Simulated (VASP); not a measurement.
A convergence study with VASP on Ho (space group no. 194 when undisturbed): a few settings are varied, all else stays as given below, so the limit is that of these other settings. One atom is moved off its site, so that forces are finite.

```
CELL_PARAMETERS angstrom
      1.79537    -3.10967     0.00000
      1.79537     3.10967     0.00000
      0.00000     0.00000     5.63686
ATOMIC_POSITIONS crystal
  Ho 0.33333 0.66667 0.25887
  Ho 0.66667 0.33333 0.75000
```
Starting moments (μB, in the order of the record's atoms Ho Ho): 4.0 4.0.

Method: PBE GGA, VASP's PBE PAW potentials (set 64) (plane waves; VASP). The last row used: 300 eV cut-off, 11×11×6 Γ-centred mesh, Gaussian smearing of 0.10 eV, potentials Ho.

| setting | E (eV/atom) | pressure (GPa) | largest force (eV/Å) | moment (μB) | irreducible k-points |
|---|---|---|---|---|---|
| NBANDS = 24 | -6.4339 | 1.91 | 0.173 | 5.999 | 84 |
| NBANDS = 27 | -6.4343 | 1.21 | 0.205 | 7.143 | 84 |
| NBANDS = 31 | -6.4343 | 1.16 | 0.204 | 7.146 | 84 |
| NBANDS = 37 | -6.4343 | 1.21 | 0.204 | 7.139 | 84 |
| NBANDS = 53 | -6.4343 | 1.19 | 0.204 | 7.149 | 84 |

VASP warned of too few bands at NBANDS = 24.

Left out are rungs that failed or repeat a setting and relaxations that didn't move; long series are thinned to 24 rows.

The structure is a typed Ho crystal (space group no. 194). The cell was not relaxed at this level, it is distorted from the ideal structure. The spin order is the one that the start imposed; others were not tried in this run. VASP warned that the highest band is occupied, so more bands are needed.
